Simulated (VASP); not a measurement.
Here is the system:

```xyz
4
Lattice="2.8277 0.0000 0.0000 -1.4138 2.4488 0.0000 0.0000 0.0000 8.8362" Properties=species:S:1:pos:R:3 pbc="T T T"
W      0.0000     0.0000     0.0000
W      0.0000     0.0000     4.4181
Al     0.0000     1.6326     2.2091
Al     1.4138     0.8163     6.6272
```

Method: PBEsol GGA, VASP's PBE PAW potentials (set 64) (plane waves; VASP 6.6.1). Settings: 400 eV cut-off, 14×14×4 Γ-centred mesh, tetrahedra with Blöchl corrections, potentials W_sv Al.

The cores are frozen, which limits the accuracy of field gradients.

Task: Give the principal components of the electric field gradient (V/Å²) and the asymmetry η at each nucleus.

Result: 
```
atom     Vxx     Vyy    Vzz     η
----  ------  ------  -----  ----
W1    -194.1  -194.1  388.2  0.00
W2    -194.1  -194.1  388.2  0.00
Al3     18.1    18.1  -36.1  0.00
Al4     18.1    18.1  -36.1  0.00
```

The structure was generated: WAl was put into the NiAs type type (P6_3/mmc), which need not be its known phase. It was relaxed first, which changed the volume by -45 %.
